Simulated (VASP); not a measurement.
The system is Mo.

```xyz
1
Lattice="-1.5734 1.5734 1.5734 1.5734 -1.5734 1.5734 1.5734 1.5734 -1.5734" Properties=species:S:1:pos:R:3 pbc="T T T"
Mo    0.0000    0.0000    0.0000
```

| Item | Value |
| --- | --- |
| Program | VASP 6.6.1 |
| Task | relaxation of cell and atoms |
| Functional | PBEsol |
| Potentials or basis | VASP PAW PBE potentials, release 64 (Mo_sv) |
| Cutoff | 600 eV |
| k mesh | 16 × 16 × 16 |
| Occupations | methfessel-paxton, width 0.1 eV |
| Spin | no spin polarisation |

At the start: pressure -4.2 GPa; volume 15.58 Å³/atom.

Task: How do energy, volume and symmetry change on relaxing?

Result: Over 3 steps the energy falls by 3.2 meV/atom and the volume is 15.35 Å³/atom (-1.5 %); space group Im-3m (No. 229, to 0.05 Å).

The path:
| step | energy change (eV) | largest force (eV/Å) | pressure (GPa) | volume (Å³) |
| --- | --- | --- | --- | --- |
| 1 | 0.0000 | 0.0000 | -4.22 | 15.58 |
| 2 | 0.0245 | 0.0000 | 13.81 | 14.67 |
| 3 | -0.0032 | 0.0000 | -0.06 | 15.35 |

Final structure:
```
Mo
1.0
    -1.56547    1.56547    1.56547
     1.56547   -1.56547    1.56547
     1.56547    1.56547   -1.56547
Mo
1
Cartesian
  0.0000 0.0000 0.0000
```

Caveat: the PAW data sets were made with another functional, which shifts forces and pressure a little.
